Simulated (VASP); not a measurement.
VASP input:

INCAR:
```
SYSTEM = GeMo
PREC = Accurate; ENCUT = 300; LREAL = .FALSE.
LASPH = .TRUE.
EDIFF = 1E-6; NELM = 100; ALGO = Normal
LMAXMIX = 4
ISMEAR = 0; SIGMA = 0.1
GGA = PE
ISIF = 2
LWAVE = .FALSE.; LCHARG = .FALSE.
```

File POSCAR:
```
GeMo
1
    0.0000000000     2.8430770000     2.8430770000
    2.8430770000     0.0000000000     2.8430770000
    2.8430770000     2.8430770000     0.0000000000
Ge Mo
1 1
Direct
  0.0000000000   0.0000000000   0.0000000000
  0.5000000000   0.5000000000   0.5000000000
```

**KPOINTS**
```
K-points
0
gamma
 5 5 5
0 0 0
```

POTCAR, in this order: Ge_d Mo_sv (PBE.64 set). Program: vasp_std.

Translate this PBE calculation to Ansatz.

One equivalent input (not run):
Ansatz 0.2 input:
```yaml
crystal:
  lattice:
    - [0.0000000, 2.8430770, 2.8430770]
    - [2.8430770, 0.0000000, 2.8430770]
    - [2.8430770, 2.8430770, 0.0000000]
  atoms:
    - { symbol: Ge, position: [0.0000000, 0.0000000, 0.0000000] }
    - { symbol: Mo, position: [0.5000000, 0.5000000, 0.5000000] }
kpoints:
  mp_grid: { grid: [5, 5, 5] }
hamiltonian:
  xc: pbe
  pseudopotentials: { kind: paw }
scf:
  occupations: { method: gaussian, width: 0.1 }
  max_iter: 100
output: { forces: true, stress: true, eigenvalues: true }
```
Limits of the translation: each code has its own PAW files, so the cut-off isn't converted (ENCUT is set for VASP's; basis.ecutwfc is left out, and Ansatz then takes the one that its files recommend); Ansatz stops its SCF on the density residual and VASP on the energy change (EDIFF).

The structure was generated: GeMo was put into an ordered model structure, which need not be its known phase. The cell was not relaxed at this level. The k-mesh is coarse (spacing up to 0.38 per Å, 2π included), so the numbers may not be converged in it.
